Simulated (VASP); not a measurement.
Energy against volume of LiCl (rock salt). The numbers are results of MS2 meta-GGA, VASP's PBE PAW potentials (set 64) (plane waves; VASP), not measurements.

```tsv
V (Å³/atom)	E (eV/atom)
15.290	-6.65416
15.778	-6.66001
16.266	-6.66191
16.754	-6.66064
17.242	-6.65647
```

**Question.** Fit a third-order Birch-Murnaghan equation of state.

**Answer.** 
```json
{
  "volume_per_atom": "16.30 Å³/atom",
  "bulk_modulus": "356 kbar",
  "pressure_derivative_of_the_bulk_modulus": "4.31",
  "lattice_constant_a": "5.071 Å"
}
```

The compound is LiCl in the rock salt structure. It was relaxed first.
